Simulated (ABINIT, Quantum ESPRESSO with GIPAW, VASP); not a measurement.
# Shieldings of KF (Carobbiite), code against code

The same structure and functional (PBE) go through three programs with their own PAW files. All values are calculated, scalar-relativistic and without spin-orbit coupling, include the cores, and leave out the macroscopic shape term.

Space group Fm-3m (No. 225); atoms are numbered in the order of the file.

```
K F
1.0
     0.00000    2.67185    2.67185
     2.67185    0.00000    2.67185
     2.67185    2.67185    0.00000
K F
1 1
Direct
  0.00000 0.00000 0.00000
  0.50000 0.50000 0.50000
```

- VASP 6.6.1: LCHIMAG, datasets K_sv and F (PBE 64), 560 eV, mesh 6×6×6
- gipaw.x (a patched development version of Quantum ESPRESSO): pslibrary recipes K spn and F n, 55 Ry, mesh 9×9×9
- ABINIT 10.8.3: converse method at zora 0, JTH 2.0 datasets, 22 Ha, mesh 5×5×5, four shifts

Q: What shieldings come out, and where do the programs part?

```
site  like atoms  σ VASP (ppm)  σ gipaw.x (ppm)  σ ABINIT (ppm)  its Chern vector
  K1           1        1172.9           1175.1          1171.8           1.5e-09
  F2           1         257.2            259.0           258.2           1.3e-08
```

VASP and gipaw.x, which both use linear response, differ by -2.2 ppm on K1 and by -1.9 ppm on F2, the extremes here. ABINIT's converse values lie -1.1 ppm (K1) and +1.0 ppm (F2) from VASP's. VASP's shape term for a sphere would add 7.2 ppm to every site.

[Logs are printed without paths, hosts, clocks, repeated set-up lines and the standing remarks that a program may print on its own settings, such as how far it seeks lower states.]

[Hosts, paths, dates, database ids (printed as entryN), source tags and the programs' standing remarks are cut or masked in the printed files.]
